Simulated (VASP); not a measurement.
Set up this calculation in VASP 6.6.1, as an ASE script.

```
Task                   : equation of state
Functional             : PW91
Dispersion             : D4
Potentials or basis    : VASP PAW PBE potentials, release 64 (Sn_d, Rb_sv, Mg)
Cutoff                 : 520 eV
k mesh                 : 5 × 5 × 5
Occupations            : methfessel-paxton, width 0.2 eV
Spin                   : no spin polarisation
Further INCAR settings : ALGO = Normal; EDIFF = 1.00e-06
```

The structure of RbMg6Sn lies in POSCAR:

```
RbMg6Sn
1.0
    5.2243710000      0.0000000000      0.0000000000
    0.0000000000      3.5267185000      6.0981730000
    0.0000000000     -3.5267185000      6.0981730000
Sn Rb Mg
1 1 6
Direct
    0.0000000000      0.8542230000      0.8542230000
    0.5000000000      0.6675080000      0.6675080000
    0.5000000000      0.1613810000      0.1613810000
    0.5000000000      0.6771230000      0.1603050000
    0.5000000000      0.1603050000      0.6771230000
    0.0000000000      0.3324390000      0.3324390000
    0.0000000000      0.8570810000      0.2899410000
    0.0000000000      0.2899410000      0.8570810000
```

The cell comes from a database or a generator and needn't be the stable form of this composition.

The input as run:

run.py

```python
from ase.calculators.vasp import Vasp
from ase.eos import EquationOfState
from ase.io import Trajectory
from ase.io import read
from ase.units import GPa

atoms = read('POSCAR')
calc = Vasp(
    directory='calc',
    pp='PBE',
    setups='recommended',
    prec='Accurate',
    encut=520,
    ediff=1e-06,
    ismear=1,
    sigma=0.2,
    lreal=False,
    lasph=True,
    nelm=80,
    algo='Normal',
    isif=2,
    lwave=False,
    lcharg=False,
    gga='91',
    ivdw=13,
    vdw_s6=1.0,
    vdw_s8=0.77283111,
    vdw_a1=0.39581542,
    vdw_a2=4.93405761,
    kpts=[5, 5, 5],
    gamma=True,
)
atoms.calc = calc
cell = atoms.cell.copy()
volumes, energies = [], []
traj = Trajectory('eos.traj', 'w')
for x in [0.94, 0.96, 0.98, 1.0, 1.02, 1.04, 1.06]:
    atoms.set_cell(cell * x ** (1 / 3), scale_atoms=True)
    volumes.append(atoms.get_volume())
    energies.append(atoms.get_potential_energy())
    traj.write(atoms)
    print(f'{x:5.2f} {volumes[-1]:12.5f} {energies[-1]:14.6f}')

v0, e0, B = EquationOfState(volumes, energies, eos='birchmurnaghan').fit()
print(f'V0 = {v0:.4f} A^3, E0 = {e0:.6f} eV, B = {B / GPa:.2f} GPa')
```

Potentials or basis: VASP PAW PBE potentials, release 64 (Sn_d, Rb_sv, Mg).

Run with:

```sh
$ python run.py
```

It gave:

| Quantity | Value |
| --- | --- |
| Equilibrium volume | 27.19 Å³/atom |
| Bulk modulus at fixed shape and positions | 27 GPa |
| Pressure derivative of the bulk modulus | 4.3 |

Caveat: the cell was scaled at fixed shape and fractional positions, which overstates the stiffness of a crystal with free parameters, most of all of layers and chains; the PAW data sets were made with another functional, which shifts forces and pressure a little.

It took 20 min on 1 thread of Intel(R) Xeon(R) Platinum 8488C (Sapphire Rapids), with other jobs on the host, peak memory 0.44 GiB.
